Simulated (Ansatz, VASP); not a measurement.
## Cross-check of Si2W between VASP and Ansatz

Aim: how closely do two programs agree when they are given the same cell, functional and k mesh? The cell is taken from a series of runs on this material, whose earlier steps may have relaxed, scaled, displaced or heated it; both programs get it as it stands.

Method: plane waves, with VASP 6.6.1 beside it; zone-centre phonons at PBEsol, in Ansatz 0.2.0.

### 1. Starting point

Symmetry: I4/mmm, No. 139, tetragonal system. Conventional cell: a = 3.075 Å, b = 3.075 Å, c = 7.958 Å, α = 90.00°, β = 90.00°, γ = 90.00°. Nearest to Si lie 5 Si at 2.55 to 2.65 Å and 5 W at 2.55 to 2.65 Å. W has 10 Si at 2.55 to 2.65 Å nearest. Farther neighbours are not listed.

### 2. VASP: zone-centre phonons, PBEsol

Second derivatives magnify differences that forces hide, and they need a tight electronic threshold.

Lines of VASP's logs that name or quote its potential files are left out, and so is its time.

Input file INCAR:

```
SYSTEM = Si2W
PREC = Accurate
ENCUT = 600
EDIFF = 1E-08
NELM = 120
ISMEAR = 1
SIGMA = 0.2
LREAL = .FALSE.
ALGO = Normal
GGA = PS
NBANDS = 13
LASPH = .TRUE.
LORBIT = 11
LWAVE = .FALSE.
LCHARG = .FALSE.
ISIF = 2
IBRION = 8
GGA_COMPAT = .FALSE.
KPAR = 2
```

Input file POSCAR:

```
Si2W
1.0
   -1.5374129405      1.5374129405      3.9789653403
    1.5374129405     -1.5374129405      3.9789653403
    1.5374129405      1.5374129405     -3.9789653403
Si W
2 1
Direct
    0.3332930141      0.3332930141      0.0000000000
    0.6667069859      0.6667069859      0.0000000000
    0.0000000000      0.0000000000      0.0000000000
```

Input file KPOINTS:

```
Automatic mesh
0
Gamma
20 20 20
0 0 0
```

PAW data sets: Si and W (PBE family, release 64).

Run with:

```sh
$ mpirun -np 2 vasp_std
```

Numbers of over 12 decimals in the logs are rounded to 6 here.

Log:

```text
[banner, memory and clock lines left out]
running    2 mpi-ranks, on    1 nodes
 distrk:  each k-point on    1 cores,    2 groups
 distr:  one band on    1 cores,    1 groups

 POSCAR found type information on POSCAR SiW
 POSCAR found :  2 types and       3 ions
|                                                                             |
|               ----> ADVICE to this user running VASP <----                  |
|                                                                             |
|     You enforced a specific xc type in the INCAR file but a different       |
|     [... a line on the potential file left out ...]
|     I HOPE YOU KNOW WHAT YOU ARE DOING!                                     |
|                                                                             |

 LDA part: xc-table for (Slater+PW92), standard interpolation
 POSCAR, INCAR and KPOINTS ok, starting setup
 FFT: planning ... GRIDC
 FFT: planning ... GRID_SOFT
 FFT: planning ... GRID
 WAVECAR not read
 entering main loop
       N       E                     dE             d eps       ncg     rms          rms(c)
DAV:   1     0.360746736854E+02    0.36075E+02   -0.67184E+03 16666   0.107E+03
DAV:   2    -0.244179493975E+02   -0.60493E+02   -0.55136E+02 20289   0.210E+02
DAV:   3    -0.272697941494E+02   -0.28518E+01   -0.27580E+01 22562   0.360E+01
DAV:   4    -0.273106502551E+02   -0.40856E-01   -0.40715E-01 19836   0.490E+00
DAV:   5    -0.273112771687E+02   -0.62691E-03   -0.62674E-03 23500   0.526E-01    0.296E+01
DAV:   6    -0.266503929446E+02    0.66088E+00   -0.16445E+00 24641   0.830E+00    0.133E+01
DAV:   7    -0.265153036351E+02    0.13509E+00   -0.21938E-01 18896   0.310E+00    0.559E+00
DAV:   8    -0.264949072876E+02    0.20396E-01   -0.39282E-02 22075   0.151E+00    0.504E-01
DAV:   9    -0.264942819521E+02    0.62534E-03   -0.20970E-03 19877   0.318E-01    0.308E-01
DAV:  10    -0.264942333369E+02    0.48615E-04   -0.46864E-04 21556   0.138E-01    0.914E-02
DAV:  11    -0.264942163162E+02    0.17021E-04   -0.61568E-05 20199   0.527E-02    0.286E-02
DAV:  12    -0.264942163092E+02    0.69604E-08   -0.17127E-06 21012   0.106E-02    0.123E-02
DAV:  13    -0.264942159592E+02    0.35004E-06   -0.26249E-07 20942   0.343E-03    0.216E-03
DAV:  14    -0.264942159257E+02    0.33428E-07   -0.16209E-08 17828   0.963E-04    0.419E-04
DAV:  15    -0.264942159312E+02   -0.55195E-08   -0.98059E-10 10753   0.282E-04
   1 F= -.26494216E+02 E0= -.26494457E+02  d E =0.723738E-03
 Linear response reoptimize wavefunctions to high precision
DAV:   1    -0.264942159391E+02   -0.78296E-08   -0.19756E-10 12429   0.112E-04
DAV:   2    -0.264942159391E+02    0.16826E-10   -0.27221E-11 10263   0.534E-05
 Linear response DOF=           4
 Linear response progress:
  Degree of freedom:   1/  4
       N       E                     dE             d eps       ncg     rms          rms(c)
RMM:   1    -0.175550252462E-01   -0.17555E-01    0.14539E-02135181   0.886E-01
RMM:   2    -0.163235111881E-01    0.12315E-02   -0.66368E-04 87990   0.212E-01    0.994E-02
RMM:   3    -0.163932899055E-01   -0.69779E-04   -0.14387E-04 88699   0.628E-02    0.542E-02
RMM:   4    -0.165679262237E-01   -0.17464E-03   -0.92159E-05 88360   0.482E-02    0.119E-02
RMM:   5    -0.165552300001E-01    0.12696E-04   -0.18861E-06 92519   0.930E-03    0.125E-03
RMM:   6    -0.165604932089E-01   -0.52632E-05   -0.14335E-07 93111   0.162E-03    0.728E-04
RMM:   7    -0.165599852514E-01    0.50796E-06   -0.55455E-09 94273   0.387E-04    0.563E-05
RMM:   8    -0.165603797606E-01   -0.39451E-06   -0.50780E-09 95623   0.109E-04    0.132E-05
RMM:   9    -0.165603686659E-01    0.11095E-07   -0.24751E-09 98345   0.245E-05    0.196E-06
RMM:  10    -0.165603734471E-01   -0.47813E-08   -0.31274E-09 95190   0.811E-06    0.106E-06
 first order change of Fermi-energy   0.15753E-04
 force on displaced ion       1 direction 1 : -11.766  -0.000  -0.000
 Linear response progress:
  Degree of freedom:   2/  4
       N       E                     dE             d eps       ncg     rms          rms(c)
RMM:   1    -0.269291390380E-01   -0.26929E-01    0.35574E-02 41858   0.114E+00
RMM:   2    -0.239395083167E-01    0.29896E-02   -0.11965E-03 26610   0.288E-01    0.177E-01
RMM:   3    -0.238451269704E-01    0.94381E-04   -0.91856E-04 26220   0.147E-01    0.145E-01
RMM:   4    -0.239038402135E-01   -0.58713E-04   -0.55923E-05 27647   0.396E-02    0.716E-02
RMM:   5    -0.239747283849E-01   -0.70888E-04   -0.11104E-05 27373   0.161E-02    0.158E-02
RMM:   6    -0.239772337081E-01   -0.25053E-05   -0.38229E-07 28097   0.410E-03    0.249E-03
RMM:   7    -0.239747965651E-01    0.24371E-05   -0.40723E-08 28549   0.150E-03    0.661E-04
RMM:   8    -0.239748568939E-01   -0.60329E-07   -0.33488E-09 29488   0.271E-04    0.190E-04
RMM:   9    -0.239749697388E-01   -0.11284E-06   -0.44400E-11 29210   0.681E-05    0.255E-05
RMM:  10    -0.239749981746E-01   -0.28436E-07   -0.18162E-09 30439   0.182E-05    0.891E-06
RMM:  11    -0.239749916307E-01    0.65439E-08   -0.12421E-09 29719   0.718E-06    0.172E-06
 first order change of Fermi-energy  -0.13738E+00
 force on displaced ion       1 direction 3 :   0.000   0.000 -14.140
 Linear response progress:
  Degree of freedom:   3/  4
       N       E                     dE             d eps       ncg     rms          rms(c)
RMM:   1    -0.122269957365E+00   -0.12227E+00   -0.10515E-01 59555   0.183E+00
RMM:   2    -0.121202977800E+00    0.10670E-02   -0.13474E-03 47192   0.267E-01    0.159E-01
RMM:   3    -0.120808510313E+00    0.39447E-03   -0.20498E-04 48139   0.827E-02    0.901E-02
RMM:   4    -0.120912428800E+00   -0.10392E-03   -0.27145E-04 47653   0.978E-02    0.124E-02
RMM:   5    -0.120904177953E+00    0.82508E-05   -0.59463E-06 51702   0.162E-02    0.351E-03
RMM:   6    -0.120909293626E+00   -0.51157E-05   -0.12881E-07 50602   0.217E-03    0.767E-04
RMM:   7    -0.120909392057E+00   -0.98431E-07   -0.61653E-09 52532   0.524E-04    0.112E-04
RMM:   8    -0.120909352991E+00    0.39066E-07   -0.89344E-10 52353   0.106E-04    0.415E-05
RMM:   9    -0.120909131391E+00    0.22160E-06   -0.64861E-10 54207   0.392E-05    0.568E-06
RMM:  10    -0.120909091224E+00    0.40167E-07   -0.42281E-10 54676   0.173E-05    0.200E-06
RMM:  11    -0.120909105159E+00   -0.13935E-07   -0.10886E-09 50417   0.109E-05    0.219E-07
RMM:  12    -0.120909106898E+00   -0.17393E-08   -0.95297E-10 37473   0.840E-06    0.680E-08
 first order change of Fermi-energy  -0.69322E-03
 force on displaced ion       3 direction 1 : -14.987   0.000  -0.000
 Linear response progress:
  Degree of freedom:   4/  4
       N       E                     dE             d eps       ncg     rms          rms(c)
RMM:   1    -0.140479196529E+00   -0.14048E+00   -0.13121E-01 33244   0.187E+00
RMM:   2    -0.134892480671E+00    0.55867E-02   -0.24313E-03 25769   0.342E-01    0.183E-01
RMM:   3    -0.134153023331E+00    0.73946E-03   -0.11299E-03 26841   0.156E-01    0.940E-02
RMM:   4    -0.134161095830E+00   -0.80725E-05   -0.23749E-04 26993   0.832E-02    0.343E-02
RMM:   5    -0.134214465127E+00   -0.53369E-04   -0.52475E-05 25954   0.432E-02    0.668E-03
RMM:   6    -0.134229849783E+00   -0.15385E-04   -0.13107E-06 29023   0.652E-03    0.235E-03
RMM:   7    -0.134221775470E+00    0.80743E-05   -0.22869E-07 27239   0.230E-03    0.210E-04
RMM:   8    -0.134222208006E+00   -0.43254E-06   -0.20212E-09 28968   0.301E-04    0.127E-04
RMM:   9    -0.134222248024E+00   -0.40017E-07   -0.68712E-10 29237   0.700E-05    0.441E-05
RMM:  10    -0.134222282438E+00   -0.34414E-07    0.27740E-10 29660   0.312E-05    0.822E-06
RMM:  11    -0.134222293380E+00   -0.10943E-07   -0.12656E-09 30293   0.153E-05    0.115E-06
RMM:  12    -0.134222293004E+00    0.37661E-09   -0.17032E-09 27155   0.846E-06    0.815E-07
 first order change of Fermi-energy   0.49065E-03
 force on displaced ion       3 direction 3 :   0.000   0.000 -15.969
 Linear response finished
```

From OUTCAR (step 2):

```text
ion  position               nearest neighbor table
   1  0.333  0.333  0.000-   2 2.55   2 2.55   2 2.55   2 2.55   3 2.55   3 2.55   3 2.55   3 2.55
                             3 2.65   2 2.65
   2  0.667  0.667  0.000-   1 2.55   1 2.55   1 2.55   1 2.55   3 2.55   3 2.55   3 2.55   3 2.55
                             3 2.65   1 2.65
   3  0.000  0.000  0.000-   2 2.55   2 2.55   1 2.55   2 2.55   1 2.55   1 2.55   2 2.55   1 2.55
                             1 2.65   2 2.65

  LATTYP: Found a body centered tetragonal cell.
 ALAT       =     3.0748258810
 C/A-ratio  =     2.5880914850

 Subroutine GETGRP returns: Found 16 space group operations
 (whereof 16 operations were pure point group operations)

The static configuration has the point symmetry D_4h.

 Found    641 irreducible k-points:

   k-points           NKPTS =    641   k-points in BZ     NKDIM =    641   number of bands    NBANDS=     13

   dimension x,y,z NGX =    36 NGY =   36 NGZ =   36
   dimension x,y,z NGXF=    72 NGYF=   72 NGZF=   72

   ENCUT  =  600.0 eV  44.10 Ry    6.64 a.u.   9.06  9.06  9.06*2*pi/ulx,y,z

   NELECT =      14.0000    total number of electrons

 k-points in reciprocal lattice and weights: Automatic mesh
   0.00000000  0.00000000  0.00000000       0.000
   0.05000000 -0.00000000  0.00000000       0.001
   0.10000000 -0.00000000  0.00000000       0.001
   0.15000000  0.00000000  0.00000000       0.001
   0.20000000 -0.00000000  0.00000000       0.001
   0.25000000 -0.00000000  0.00000000       0.001
   0.30000000  0.00000000  0.00000000       0.001
   0.35000000 -0.00000000  0.00000000       0.001
   0.40000000 -0.00000000  0.00000000       0.001
[...]
-0.45000000 -0.45000000  0.45000000       0.000
   0.50000000  0.50000000  0.50000000       0.000

 average (electrostatic) potential at core
       1 -78.0671       2 -78.0671       3 -33.4244

  Total        5.7717395      5.7717395     -0.0190333      0.0000000     -0.0000000      0.0000000
  in kB      245.8137047    245.8137047     -0.8106131      0.0000000     -0.0000000      0.0000000
  external PRESSURE =     163.6055987 kB  Pullay stress =       0.0000000 kB

  energy-cutoff  :      600.00
  volume of cell :       37.62
      direct lattice vectors                 reciprocal lattice vectors
    -1.537412941  1.537412941  3.978965340     0.000000000  0.325221667  0.125660808
     1.537412941 -1.537412941  3.978965340     0.325221667  0.000000000  0.125660808
     1.537412941  1.537412941 -3.978965340     0.325221667  0.325221667  0.000000000

 POSITION                                       TOTAL-FORCE (eV/Angst)
 -----------------------------------------------------------------------------------
      0.00000      0.00000      2.65232        -0.000000     -0.000000     -0.005007
      0.00000      0.00000      5.30561         0.000000      0.000000      0.005007
      0.00000      0.00000      0.00000        -0.000000     -0.000000      0.000000
 -----------------------------------------------------------------------------------
    total drift:                                0.000000      0.000000     -0.000000

 Eigenvectors and eigenvalues of the dynamical matrix
 ----------------------------------------------------

   1 f  =   13.290420 THz    83.506173 2PiTHz  443.320702 cm-1    54.964737 meV
             X         Y         Z           dx          dy          dz
      0.000000  0.000000  2.652323     0.000000    0.000000    0.707107
      0.000000  0.000000  5.305608     0.000000   -0.000000   -0.707107
      0.000000  0.000000  0.000000    -0.000000   -0.000000    0.000000

   2 f  =   11.813942 THz    74.229185 2PiTHz  394.070678 cm-1    48.858515 meV
             X         Y         Z           dx          dy          dz
      0.000000  0.000000  2.652323    -0.229940   -0.668676    0.000000
      0.000000  0.000000  5.305608     0.229940    0.668676   -0.000000
      0.000000  0.000000  0.000000     0.000000   -0.000000    0.000000

   3 f  =   11.813942 THz    74.229185 2PiTHz  394.070678 cm-1    48.858515 meV
             X         Y         Z           dx          dy          dz
      0.000000  0.000000  2.652323     0.668676   -0.229940    0.000000
      0.000000  0.000000  5.305608    -0.668676    0.229940   -0.000000
      0.000000  0.000000  0.000000     0.000000   -0.000000    0.000000

   4 f  =    9.523289 THz    59.836587 2PiTHz  317.662714 cm-1    39.385139 meV
             X         Y         Z           dx          dy          dz
      0.000000  0.000000  2.652323    -0.000000    0.000000    0.618844
      0.000000  0.000000  5.305608    -0.000000    0.000000    0.618844
      0.000000  0.000000  0.000000    -0.000000    0.000000   -0.483801

   5 f  =    9.226483 THz    57.971701 2PiTHz  307.762338 cm-1    38.157650 meV
             X         Y         Z           dx          dy          dz
      0.000000  0.000000  2.652323    -0.000000    0.618855   -0.000000
      0.000000  0.000000  5.305608    -0.000000    0.618855   -0.000000
      0.000000  0.000000  0.000000    -0.000000   -0.483774    0.000000

   6 f  =    9.226483 THz    57.971701 2PiTHz  307.762338 cm-1    38.157650 meV
             X         Y         Z           dx          dy          dz
      0.000000  0.000000  2.652323    -0.618855   -0.000000    0.000000
      0.000000  0.000000  5.305608    -0.618855   -0.000000   -0.000000
      0.000000  0.000000  0.000000     0.483774    0.000000    0.000000

   7 f/i=    0.000169 THz     0.001059 2PiTHz    0.005622 cm-1     0.000697 meV
             X         Y         Z           dx          dy          dz
      0.000000  0.000000  2.652323    -0.160981    0.301834    0.000000
      0.000000  0.000000  5.305608    -0.160981    0.301834    0.000000
      0.000000  0.000000  0.000000    -0.411862    0.772226    0.000000

   8 f/i=    0.000169 THz     0.001059 2PiTHz    0.005623 cm-1     0.000697 meV
             X         Y         Z           dx          dy          dz
      0.000000  0.000000  2.652323     0.301834    0.160981    0.000000
      0.000000  0.000000  5.305608     0.301834    0.160981    0.000000
      0.000000  0.000000  0.000000     0.772226    0.411862    0.000000

   9 f/i=    0.000461 THz     0.002898 2PiTHz    0.015383 cm-1     0.001907 meV
             X         Y         Z           dx          dy          dz
      0.000000  0.000000  2.652323    -0.000000   -0.000000    0.342099
      0.000000  0.000000  5.305608    -0.000000   -0.000000    0.342099
      0.000000  0.000000  0.000000    -0.000000   -0.000000    0.875178

 ELASTIC MODULI CONTR FROM IONIC RELAXATION (kBar)
 Direction    XX          YY          ZZ          XY          YZ          ZX
 --------------------------------------------------------------------------------
 XX         -69.7009    -69.7009    -51.2729      0.0000      0.0000      0.0000
 YY         -69.7009    -69.7009    -51.2729      0.0000      0.0000      0.0000
 ZZ         -51.2729    -51.2729    -37.7170      0.0000      0.0000      0.0000
 XY           0.0000      0.0000      0.0000      0.0000      0.0000      0.0000
 YZ           0.0000      0.0000      0.0000      0.0000    -45.3193     -0.0000
 ZX           0.0000      0.0000      0.0000      0.0000     -0.0000    -22.0977
 --------------------------------------------------------------------------------
```

[end of part 1 of 2]

[Lines on the potential files, build, host, timing and source positions are cut from VASP's logs without a mark.]

[Logs are printed without paths, hosts, clocks, repeated set-up lines and the standing remarks that a program may print on its own settings, such as how far it seeks lower states.]

[Hosts, paths, dates, database ids (printed as entryN), source tags and the programs' standing remarks are cut or masked in the printed files.]
